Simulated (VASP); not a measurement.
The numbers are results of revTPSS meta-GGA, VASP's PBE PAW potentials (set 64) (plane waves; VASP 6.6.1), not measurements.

VASP input:

**INCAR**
```
ALGO=Normal
EDIFF=1E-7
ENCUT=520
ISIF=2
ISMEAR=0
LASPH=.TRUE.
LCHARG=.FALSE.
LMAXMIX=6
LMIXTAU=.TRUE.
LREAL=.FALSE.
LWAVE=.FALSE.
METAGGA=RTPSS
NELM=100
PREC=Accurate
SIGMA=0.05
SYSTEM=KTaO3
```

KPOINTS:
```
K-points
0
gamma
6 6 6
0 0 0
```

File POSCAR:
```
KTaO3
1
    4.0908102580     0.0000000000     0.0000000000
    0.0000000000     4.0908102580     0.0000000000
    0.0000000000     0.0000000000     4.0908102580
K Ta O
1 1 3
Direct
  0.0000000000   0.0000000000   0.0000000000
  0.5000000000   0.5000000000   0.5000000000
  0.5000000000   0.0000000000   0.5000000000
  0.0000000000   0.5000000000   0.5000000000
  0.5000000000   0.5000000000   0.0000000000
```

POTCAR, in this order: K_sv Ta_pv O (PBE.64 set). Program: vasp_std.

Unless said otherwise, spin-orbit coupling is left out, though it shifts the bands of the heavy elements here.

**Question.** What does the run give for the energy per atom (σ→0), pressure, band gap (on the k-mesh)?

**Answer.** 
```json
{
  "energy per atom (σ→0)": "-1.691 eV/atom",
  "band gap (on the k-mesh)": "2.03 eV",
  "pressure": "-10.06 GPa"
}
```

OSZICAR:
```
...
DAV:  16    -0.845384745571E+01   -0.73828E-04   -0.42157E-05  1300   0.584E-02    0.582E-03
DAV:  17    -0.845387076365E+01   -0.23308E-04   -0.11920E-05  1269   0.344E-02    0.225E-03
DAV:  18    -0.845387076904E+01   -0.53865E-08   -0.18103E-06  1134   0.135E-02    0.247E-03
DAV:  19    -0.845387091526E+01   -0.14622E-06   -0.41738E-07  1068   0.679E-03    0.168E-03
DAV:  20    -0.845387130614E+01   -0.39088E-06   -0.74376E-08   691   0.287E-03    0.509E-04
DAV:  21    -0.845387142251E+01   -0.11637E-06   -0.15373E-08   670   0.116E-03    0.366E-04
DAV:  22    -0.845387139583E+01    0.26679E-07   -0.16182E-08   621   0.121E-03
   1 F= -.84538714E+01 E0= -.84538714E+01  d E =-.525154E-12
```

The compound is KTaO3 in the cubic perovskite structure. This cell is one point of a volume scan, at 1.06 of the reference volume.
